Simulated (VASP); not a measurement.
# Al2SiF2 (I-4m2) in VASP: a series of runs

Runs on Al2SiF2. Level: PBE. Tasks: equation of state.

Everything below comes from runs of VASP 6.6.1. Logs are shortened: lines on timing, memory, paths and dates and some standing lists are left out, and cuts for length are marked.

## Step 1: The structure

Symmetry: I-4m2, No. 119, tetragonal system. Conventional cell: a = 3.510 Å, b = 3.510 Å, c = 14.562 Å, α = 90.00°, β = 90.00°, γ = 90.00°. Al (site symmetry 2mm) has 2 F at 1.92 Å as nearest neighbours. Si (site symmetry -4m2) has 4 Al at 2.42 Å as nearest neighbours. F (site symmetry 2mm) is surrounded by 2 Al at 1.92 Å.

The cell was built by a generator and needn't be a form met in nature.

## Step 2: Equation of state, PBE, 17.94 Å³/atom

The input, INCAR:

```
SYSTEM = Al2SiF2
PREC = Accurate
ENCUT = 520
EDIFF = 1E-6
ISMEAR = 0
SIGMA = 0.1
LREAL = .False.
LASPH = .True.
NELM = 100
ALGO = Normal
ISIF = 4
LWAVE = .False.
LCHARG = .False.
GGA = PE
IBRION = 2
NSW = 30
EDIFFG = -0.02
KPAR = 4
```

The input, KPOINTS:

```
regular mesh
0
Gamma
  12 12 12
  0 0 0
```

The input, POSCAR:

```
Al2SiF2
1.0
   -1.7549300000      1.7549300000      7.2807500000
    1.7549300000     -1.7549300000      7.2807500000
    1.7549300000      1.7549300000     -7.2807500000
Al Si F
2 1 2
Direct
    0.3859590000      0.8859590000      0.5000000000
    0.1140410000      0.6140410000      0.5000000000
    0.0000000000      0.0000000000      0.0000000000
    0.3323000000      0.3323000000      0.0000000000
    0.6677000000      0.6677000000      0.0000000000
```

Potentials or basis: VASP PAW PBE potentials, release 64 (Al, Si, F).

The run is started by

```
> cat potpaw_PBE.64/Al/POTCAR potpaw_PBE.64/Si/POTCAR potpaw_PBE.64/F/POTCAR > POTCAR
> mpirun -np 4 vasp_std > vasp.out
```

OUTCAR:

```text
SYSTEM = Al2SiF2
   PREC = Accurate
   ENCUT = 520
   EDIFF = 1E-6
   ISMEAR = 0
   LREAL = .False.
   LASPH = .True.
   NELM = 100
   ISIF = 4
   GGA = PE
   IBRION = 2
   NSW = 30
   EDIFFG = -0.02

 ion  position               nearest neighbor table
   1  0.386  0.886  0.500-   4 1.92   4 1.92   3 2.42   3 2.42
   2  0.114  0.614  0.500-   5 1.92   5 1.92   3 2.42   3 2.42
   3  0.000  0.000  0.000-   2 2.42   1 2.42   2 2.42   1 2.42
   4  0.332  0.332  0.000-   1 1.92   1 1.92
   5  0.668  0.668  0.000-   2 1.92   2 1.92

  LATTYP: Found a body centered tetragonal cell.
 ALAT       =     3.5098600000
 C/A-ratio  =     4.1487409754

  Lattice vectors:

 A1 = (  -1.7549300000,   1.7549300000,   7.2807500000)
 A2 = (   1.7549300000,  -1.7549300000,   7.2807500000)
 A3 = (   1.7549300000,   1.7549300000,  -7.2807500000)

Analysis of symmetry for initial positions (statically):
=====================================================================
 Subroutine PRICEL returns:
 Original cell was already a primitive cell.

 Routine SETGRP: Setting up the symmetry group for a
 body centered tetragonal supercell.

 Subroutine GETGRP returns: Found  8 space group operations
 (whereof  8 operations were pure point group operations)
 out of a pool of 16 trial point group operations.

The static configuration has the point symmetry D_2d.

Analysis of symmetry for dynamics (positions and initial velocities):
=====================================================================
 Subroutine PRICEL returns:
 Original cell was already a primitive cell.

 Routine SETGRP: Setting up the symmetry group for a
 body centered tetragonal supercell.

 Subroutine GETGRP returns: Found  8 space group operations
 (whereof  8 operations were pure point group operations)
 out of a pool of 16 trial point group operations.

The dynamic configuration has the point symmetry D_2d.

 Subroutine INISYM returns: Found  8 space group operations
 (whereof  8 operations are pure point group operations),
 and found     1 'primitive' translations

----------------------------------------------------------------------------------------

                                     Primitive cell

  volume of cell :      89.6924

  direct lattice vectors                    reciprocal lattice vectors
    -1.754930000  1.754930000  7.280750000     0.000000000  0.284911649  0.068674244
     1.754930000 -1.754930000  7.280750000     0.284911649  0.000000000  0.068674244
     1.754930000  1.754930000 -7.280750000     0.284911649  0.284911649  0.000000000

  length of vectors
     7.692130990  7.692130990  7.692130990     0.293071321  0.293071321  0.402925918

  position of ions in fractional coordinates (direct lattice)
     0.385959000  0.885959000  0.500000000
     0.114041000  0.614041000  0.500000000
     0.000000000  0.000000000  0.000000000
     0.332300000  0.332300000  0.000000000
     0.667700000  0.667700000  0.000000000

  ion indices of the primitive-cell ions
   primitive index   ion index
                 1           1
                 2           2
                 3           3
                 4           4
                 5           5

----------------------------------------------------------------------------------------

 KPOINTS: regular mesh

Automatic generation of k-mesh.
 Grid dimensions read from file:
 generate k-points for:   12   12   12

 Generating k-lattice:

  Cartesian coordinates                     Fractional coordinates (reciprocal lattice)
     0.000000000  0.023742637  0.005722854     0.083333333  0.000000000  0.000000000
     0.023742637  0.000000000  0.005722854     0.000000000  0.083333333  0.000000000
     0.023742637  0.023742637  0.000000000     0.000000000  0.000000000  0.083333333

  Length of vectors
     0.024422610  0.024422610  0.033577160

  Shift w.r.t. Gamma in fractional coordinates (k-lattice)
     0.000000000  0.000000000  0.000000000

 Subroutine IBZKPT returns following result:
 ===========================================

 Found    163 irreducible k-points:

 Following reciprocal coordinates:
            Coordinates               Weight
  0.000000  0.000000  0.000000      1.000000
  0.083333  0.000000 -0.000000      8.000000
  0.166667  0.000000  0.000000      8.000000
  0.250000  0.000000 -0.000000      8.000000
  0.333333  0.000000 -0.000000      8.000000
  0.416667  0.000000 -0.000000      8.000000
[... 16 lines left out ...]
  0.500000  0.166667  0.000000     16.000000
 -0.416667  0.166667  0.000000     16.000000
 [... further k-points ...]
   k-points           NKPTS =    163   k-points in BZ     NKDIM =    163   number of bands    NBANDS=     16
   number of dos      NEDOS =    301   number of ions     NIONS =      5
   total plane-waves  NPLWV = 216000
   dimension x,y,z NGX =    60 NGY =   60 NGZ =   60
   dimension x,y,z NGXF=   120 NGYF=  120 NGZF=  120
   ions per type =               2   1   2
   NGX,Y,Z   is equivalent  to a cutoff of  12.97, 12.97, 12.97 a.u.
   NGXF,Y,Z  is equivalent  to a cutoff of  25.93, 25.93, 25.93 a.u.
 SYSTEM =  Al2SiF2
   PREC   = accura    normal or accurate (medium, high low for compatibility)
   ISTART =      0    job   : 0-new  1-cont  2-samecut
   ICHARG =      2    charge: 1-file 2-atom 10-const
   ISPIN  =      1    spin polarized calculation?
   LNONCOLLINEAR =      F non collinear calculations
   LSORBIT =      F    spin-orbit coupling
   LASPH  =      T    aspherical Exc in radial PAW
   ENCUT  =  520.0 eV  38.22 Ry    6.18 a.u.  14.30 14.30 14.30*2*pi/ulx,y,z
   NELM   =    100;   NELMIN=  2; NELMDL= -5     # of ELM steps
   EDIFF  = 0.1E-05   stopping-criterion for ELM
   LREAL  =      F    real-space projection
   EDIFFG = -.2E-01   stopping-criterion for IOM
   NSW    =     30    number of steps for IOM
   IBRION =      2    ionic relax: 0-MD 1-quasi-New 2-CG
   NFREE  =      1    steps in history (QN), initial steepest desc. (CG)
   ISIF   =      4    stress and relaxation
   ISYM   =      2    0-nonsym 1-usesym 2-fastsym
   POTIM  = 0.5000    time-step for ionic-motion
   TEBEG  =    0.0;   TEEND  =   0.0 temperature during run
   PSTRESS=    0.0 pullay stress
   NELECT =      24.0000    total number of electrons
   NUPDOWN=      -1.0000    fix difference up-down
   EMIN   =  10.00;   EMAX   =-10.00  energy-range for DOS
   EFERMI =   0.00;   METHOD = LEGACY
   ISMEAR =     0;   SIGMA  =   0.10  broadening in eV -4-tet -1-fermi 0-gaus
   EFERMI_NEDOS =   21; number of points for ismear=-14 and -15
   IALGO  =     38    algorithm
   IMIX   =      4    mixing-type and parameters
     AMIX     =   0.40;   BMIX     =  1.00
     AMIX_MAG =   1.60;   BMIX_MAG =  1.00
  volume/ion in A,a.u.               =      17.94       121.05
  Fermi-wavevector in a.u.,A,eV,Ry     =   1.054937  1.993543 15.141826  1.112893
  Thomas-Fermi vector in A             =   2.190117
   LORBIT       =      0    0 simple, 1 ext, 2 COOP (PROOUT), +10 PAW based schemes
   GGA     = PE    functional components
   LHFCALC =     F    Hartree Fock is set to
   AEXX    =    0.0000 exact exchange contribution
   IVDW    =     0    specifies the selected vdW correction
   LEPSILON=     F    determine dielectric tensor
   LRPA    =     F    only Hartree local field effects (RPA)
 conjugate gradient relaxation of ions
 non-spin polarized calculation
 Gauss-broadening in eV      SIGMA  =   0.10
  energy-cutoff  :      520.00
  volume of cell :       89.69
 maximum number of plane-waves:      2455
 NGX is ok and might be reduce to    60
   NGX = 29   NGY = 29   NGZ = 29

 number of electron      24.0000000 magnetization

 Free energy of the ion-electron system (eV)
  ---------------------------------------------------
  ext. energy  EPLUGINS =         0.00000000
  ---------------------------------------------------
  free energy    TOTEN  =       -22.94496748 eV

  energy without entropy =      -22.93312067  energy(sigma->0) =      -22.93904408

 E-fermi :   4.6310     XC(G=0):  -8.7560

 val. band max:        4.6229325225   @ k =  -0.1667   0.2500   0.1667
 cond. band min:       4.6338919565   @ k =  -0.1667   0.5000   0.1667
 fundamental gap:      0.0109594341
 Fermi energy:         4.6310076920

 k-point     1 :       0.0000    0.0000    0.0000
  band No.  band energies     occupation
      1     -21.6165      2.00000
      2     -21.5512      2.00000
      3      -5.7130      2.00000
      4      -4.1641      2.00000
      5      -4.1641      2.00000
      6      -3.2467      2.00000
[... 8 lines left out ...]
     15       8.2087      0.00000
     16       8.6343      0.00000

 k-point     2 :       0.0833    0.0000   -0.0000
  band No.  band energies     occupation
      1     -21.6117      2.00000
      2     -21.5486      2.00000
      3      -5.6645      2.00000
      4      -4.2554      2.00000
      5      -4.1600      2.00000
      6      -3.2107      2.00000
[... 8 lines left out ...]
     15       8.4271      0.00000
     16       9.1289      0.00000

 k-point     3 :       0.1667    0.0000    0.0000
  band No.  band energies     occupation
      1     -21.5993      2.00000
      2     -21.5419      2.00000
      3      -5.5410      2.00000
      4      -4.4384      2.00000
      5      -4.1487      2.00000
      6      -3.1503      2.00000
[... 8 lines left out ...]
     15       8.2843      0.00000
     16       8.7189      0.00000

 k-point     4 :       0.2500    0.0000   -0.0000
  band No.  band energies     occupation
      1     -21.5827      2.00000
      2     -21.5321      2.00000
      3      -5.4354      2.00000
      4      -4.5246      2.00000
      5      -4.1331      2.00000
      6      -3.1163      2.00000
[... 8 lines left out ...]
     15       7.6828      0.00000
     16       9.0455      0.00000
[... 324 lines left out ...]
 k-point    22 :       0.4167    0.1667   -0.0000
  band No.  band energies     occupation
      1     -21.5384      2.00000
      2     -21.5064      2.00000
      3      -5.4327      2.00000
      4      -4.4326      2.00000
      5      -3.7936      2.00000
      6      -3.0406      2.00000
[... 8 lines left out ...]
     15       7.4251      0.00000
     16       8.8557      0.00000

 k-point    23 :       0.5000    0.1667    0.0000
  band No.  band energies     occupation
      1     -21.5345      2.00000
      2     -21.5031      2.00000
      3      -5.4741      2.00000
      4      -4.3888      2.00000
      5      -3.6598      2.00000
      6      -3.0764      2.00000
[... 8 lines left out ...]
     15       7.4073      0.00000
     16       8.9304      0.00000

 k-point    24 :      -0.4167    0.1667    0.0000
  band No.  band energies     occupation
      1     -21.5385      2.00000
      2     -21.5062      2.00000
      3      -5.4304      2.00000
      4      -4.4124      2.00000
      5      -3.8157      2.00000
      6      -3.1051      2.00000
[... 8 lines left out ...]
     15       7.8629      0.00000
     16       8.8232      0.00000

 [... further k-points ...]
[... 5 lines left out ...]
  --------------------------------------------------------------------------------------
  -------------------------------------------------------------------------------------
  Total        0.0326957      0.0326957      0.0806943      0.0000000      0.0000000     -0.0000000
  in kB        0.5840433      0.5840433      1.4414440      0.0000000      0.0000000     -0.0000000
  external PRESSURE =       0.8698435 kB  Pullay stress =       0.0000000 kB

 VOLUME and BASIS-vectors are now :
 -----------------------------------------------------------------------------
  energy-cutoff  :      520.00
  volume of cell :       89.69
      direct lattice vectors                 reciprocal lattice vectors
    -1.754930000  1.754930000  7.280750000     0.000000000  0.284911649  0.068674244
     1.754930000 -1.754930000  7.280750000     0.284911649  0.000000000  0.068674244
     1.754930000  1.754930000 -7.280750000     0.284911649  0.284911649  0.000000000

 POSITION                                       TOTAL-FORCE (eV/Angst)
 -----------------------------------------------------------------------------------
      1.75493      0.00000      5.62014         0.000000     -0.000000      0.000756
      1.75493      0.00000      1.66061         0.000000     -0.000000     -0.000756
      0.00000      0.00000      0.00000         0.000000     -0.000000     -0.000000
      0.00000      0.00000      4.83879        -0.000000      0.000000     -0.004331
      0.00000      0.00000      9.72271        -0.000000      0.000000      0.004331
 -----------------------------------------------------------------------------------
    total drift:                               -0.000000      0.000000      0.000000

  FREE ENERGIE OF THE ION-ELECTRON SYSTEM (eV)
  ---------------------------------------------------
  free  energy   TOTEN  =       -22.9449674830 eV

  energy  without entropy=      -22.9331206681  energy(sigma->0) =      -22.93904408

 reached required accuracy - stopping structural energy minimisation
```

It took 4.2 min on 4 MPI ranks of Intel Xeon Platinum 8488C (Sapphire Rapids), shared host; peak memory 0.64 GiB.

Results:

```yaml
Free_energy: -22.9450 eV
Pressure: 0.1 GPa
Largest_force: 0.004 eV/Å
Band_gap_on_the_k_mesh: none (metal or under the smearing width)
```

## Step 3: Equation of state, PBE, 17.40 Å³/atom (volume scaled by 0.97)

INCAR is that of step 2.

KPOINTS is that of step 2.

POSCAR: that of step 2 with these lines changed.

```diff
@@ -2,5 +2,5 @@
 1.0
-   -1.7549300000      1.7549300000      7.2807500000
-    1.7549300000     -1.7549300000      7.2807500000
-    1.7549300000      1.7549300000     -7.2807500000
+   -1.7372022223      1.7372022223      7.2072020423
+    1.7372022223     -1.7372022223      7.2072020423
+    1.7372022223      1.7372022223     -7.2072020423
 Al Si F
```

Potentials or basis: VASP PAW PBE potentials, release 64 (Al, Si, F).

The run is started by

```
> cat potpaw_PBE.64/Al/POTCAR potpaw_PBE.64/Si/POTCAR potpaw_PBE.64/F/POTCAR > POTCAR
> mpirun -np 4 vasp_std > vasp.out
```

Run time: 12 min. Hardware: 4 MPI ranks of Intel Xeon Platinum 8488C (Sapphire Rapids), shared host; peak memory 0.69 GiB.

It converged, with:

```
Free energy            : -22.9354 eV
Pressure               : 0.8 GPa
Largest force          : 0.005 eV/Å
Band gap on the k mesh : none (metal or under the smearing width)
```

## Step 4: Equation of state, PBE, 18.48 Å³/atom (volume scaled by 1.03)

INCAR is that of step 3.

KPOINTS is that of step 3.

POSCAR: that of step 3 with these lines changed.

```diff
@@ -2,5 +2,5 @@
 1.0
-   -1.7372022223      1.7372022223      7.2072020423
-    1.7372022223     -1.7372022223      7.2072020423
-    1.7372022223      1.7372022223     -7.2072020423
+   -1.7723066746      1.7723066746      7.3528413221
+    1.7723066746     -1.7723066746      7.3528413221
+    1.7723066746      1.7723066746     -7.3528413221
 Al Si F
```

The run is started by

```
> cat potpaw_PBE.64/Al/POTCAR potpaw_PBE.64/Si/POTCAR potpaw_PBE.64/F/POTCAR > POTCAR
> mpirun -np 4 vasp_std > vasp.out
```

Run time: 21 min. Hardware: 4 MPI ranks of Intel Xeon Platinum 8488C (Sapphire Rapids), shared host; peak memory 0.69 GiB.

Results (log left out):

```
Free energy            : -22.9465 eV
Pressure               : -0.2 GPa
Band gap on the k mesh : none (metal or under the smearing width)
```

## Step 5: Equation of state, PBE, 16.86 Å³/atom (volume scaled by 0.94)

INCAR is that of step 4.

KPOINTS is that of step 4.

POSCAR: that of step 4 with these lines changed.

```diff
@@ -2,5 +2,5 @@
 1.0
-   -1.7723066746      1.7723066746      7.3528413221
-    1.7723066746     -1.7723066746      7.3528413221
-    1.7723066746      1.7723066746     -7.3528413221
+   -1.7191050498      1.7191050498      7.1321215610
+    1.7191050498     -1.7191050498      7.1321215610
+    1.7191050498      1.7191050498     -7.1321215610
 Al Si F
```

The run is started by

```
> cat potpaw_PBE.64/Al/POTCAR potpaw_PBE.64/Si/POTCAR potpaw_PBE.64/F/POTCAR > POTCAR
> mpirun -np 4 vasp_std > vasp.out
```

It took 13 min on 4 MPI ranks of Intel Xeon Platinum 8488C (Sapphire Rapids), shared host; peak memory 0.61 GiB.

The run converged. Its results:

```yaml
Free_energy: -22.9131 eV
Pressure: 1.7 GPa
Largest_force: 0.010 eV/Å
Band_gap_on_the_k_mesh: none (metal or under the smearing width)
```

## Step 6: Equation of state, PBE, 19.01 Å³/atom (volume scaled by 1.06)

INCAR is that of step 5.

KPOINTS is that of step 5.

POSCAR: that of step 5 with these lines changed.

```diff
@@ -2,5 +2,5 @@
 1.0
-   -1.7191050498      1.7191050498      7.1321215610
-    1.7191050498     -1.7191050498      7.1321215610
-    1.7191050498      1.7191050498     -7.1321215610
+   -1.7893491305      1.7893491305      7.4235460569
+    1.7893491305     -1.7893491305      7.4235460569
+    1.7893491305      1.7893491305     -7.4235460569
 Al Si F
```

Potentials or basis: VASP PAW PBE potentials, release 64 (Al, Si, F).

The run is started by

```
> cat potpaw_PBE.64/Al/POTCAR potpaw_PBE.64/Si/POTCAR potpaw_PBE.64/F/POTCAR > POTCAR
> mpirun -np 4 vasp_std > vasp.out
```

Run time: 27 min. Hardware: 4 MPI ranks of Intel Xeon Platinum 8488C (Sapphire Rapids), shared host; peak memory 0.71 GiB.

It converged, with:

```
Free energy            : -22.9439 eV
Pressure               : -0.4 GPa
Largest force          : 0.017 eV/Å
Band gap on the k mesh : none (metal or under the smearing width)
```

## Step 7: Equation of state, PBE, 16.32 Å³/atom (volume scaled by 0.91)

INCAR is that of step 6.

KPOINTS is that of step 6.

POSCAR: that of step 6 with these lines changed.

```diff
@@ -2,5 +2,5 @@
 1.0
-   -1.7893491305      1.7893491305      7.4235460569
-    1.7893491305     -1.7893491305      7.4235460569
-    1.7893491305      1.7893491305     -7.4235460569
+   -1.7006186165      1.7006186165      7.0554261378
+    1.7006186165     -1.7006186165      7.0554261378
+    1.7006186165      1.7006186165     -7.0554261378
 Al Si F
```

The run is started by

```
> cat potpaw_PBE.64/Al/POTCAR potpaw_PBE.64/Si/POTCAR potpaw_PBE.64/F/POTCAR > POTCAR
> mpirun -np 4 vasp_std > vasp.out
```

It took 16 min on 4 MPI ranks of Intel Xeon Platinum 8488C (Sapphire Rapids), shared host; peak memory 0.59 GiB.

It converged, with:

```yaml
Free_energy: -22.8738 eV
Pressure: 2.8 GPa
Largest_force: 0.017 eV/Å
Band_gap_on_the_k_mesh: none (metal or under the smearing width)
```

## Step 8: Equation of state, PBE, 19.55 Å³/atom (volume scaled by 1.09)

INCAR is that of step 7.

KPOINTS is that of step 7.

POSCAR: that of step 7 with these lines changed.

```diff
@@ -2,5 +2,5 @@
 1.0
-   -1.7006186165      1.7006186165      7.0554261378
-    1.7006186165     -1.7006186165      7.0554261378
-    1.7006186165      1.7006186165     -7.0554261378
+   -1.8060729889      1.8060729889      7.4929290135
+    1.8060729889     -1.8060729889      7.4929290135
+    1.8060729889      1.8060729889     -7.4929290135
 Al Si F
```

The run is started by

```
> cat potpaw_PBE.64/Al/POTCAR potpaw_PBE.64/Si/POTCAR potpaw_PBE.64/F/POTCAR > POTCAR
> mpirun -np 4 vasp_std > vasp.out
```

It took 28 min on 4 MPI ranks of Intel Xeon Platinum 8488C (Sapphire Rapids), shared host; peak memory 0.71 GiB.

The run converged. Its results:

```yaml
Free_energy: -22.9391 eV
Pressure: -0.5 GPa
Largest_force: 0.016 eV/Å
Band_gap_on_the_k_mesh: none (metal or under the smearing width)
```
